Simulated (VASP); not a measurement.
```
Pd3Rh
1.0
    0.01651     3.84990     3.83170
    3.84990     0.01651     3.83170
    1.93320     1.93320     0.00000
Rh Pd
1 3
Direct
  0.00000   0.00000   0.00000
  0.00000   0.50000   0.00000
  0.50000   0.00000   0.00000
  0.50000   0.50000   0.00000
```

All values below come from PBEsol GGA, VASP's PBE PAW potentials (set 64) (plane waves; VASP). Run with 400 eV cut-off, Gaussian smearing of 0.050 eV, potentials Rh_pv Pd.

Task: Estimate the band gap (along the path) with the smallest direct gap where there is one.

Result: 
```yaml
band gap (along the path): none (metal, semimetal or under 0.01 eV)
```

The structure was generated: Pd3Rh was put into an ordered model structure (Cmmm), which need not be its known phase. It was relaxed first. The electron count is odd and the run is not spin-polarised, which forces a metal.
